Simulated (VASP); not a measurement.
Computed with r2SCAN+rVV10, VASP's PBE PAW potentials (set 64) (plane waves; VASP).

VASP input:

File KPOINTS:
```
Automatic mesh
0
Gamma
6 6 10
0 0 0
```

### INCAR
```
SYSTEM = CrO2
PREC = Accurate
ENCUT = 520
EDIFF = 1E-6
NELM = 100
ALGO = Normal
LREAL = .FALSE.
LASPH = .TRUE.
ISMEAR = 1
SIGMA = 0.1
METAGGA = R2SCAN
LUSE_VDW = .TRUE.
BPARAM = 11.95
CPARAM = 0.0093
LMIXTAU = .TRUE.
LMAXMIX = 4
ISPIN = 2
MAGMOM = 2.5 2.5 0.0 0.0 0.0 0.0
LORBIT = 10
LWAVE = .FALSE.
LCHARG = .FALSE.
IBRION = 2
ISIF = 3
NSW = 60
EDIFFG = -0.02
```

### POSCAR
```
CrO2
1
    4.3922610793     0.0000000000     0.0000000000
    0.0000000000     4.3922610793     0.0000000000
    0.0000000000     0.0000000000     2.8934801377
Cr O
2 4
Direct
  0.0000000000   0.0000000000   0.0000000000
  0.5000000000   0.5000000000   0.5000000000
  0.3034300090   0.3034300090   0.0000000000
  0.8034300090   0.1965699910   0.5000000000
  0.1965699910   0.8034300090   0.5000000000
  0.6965699910   0.6965699910   0.0000000000
```

POTCAR, in this order: Cr_pv O (PBE.64 set). Program: vasp_std.

Q: What will the output report for the number of irreducible k-points (NKPTS), largest plane-wave count, number of space-group operations, FFT grid (NGX, NGY, NGZ)?

A: 
```
Quantity                                       Value
--------------------------------------  ------------
number of irreducible k-points (NKPTS)            60
largest plane-wave count                        1530
number of space-group operations                  16
FFT grid (NGX, NGY, NGZ)                36 × 36 × 24
```

The compound is CrO2 in the rutile structure. This run relaxes it. Symmetry was kept, so distortions that lower it aren't found. The start is the result of an earlier pass.
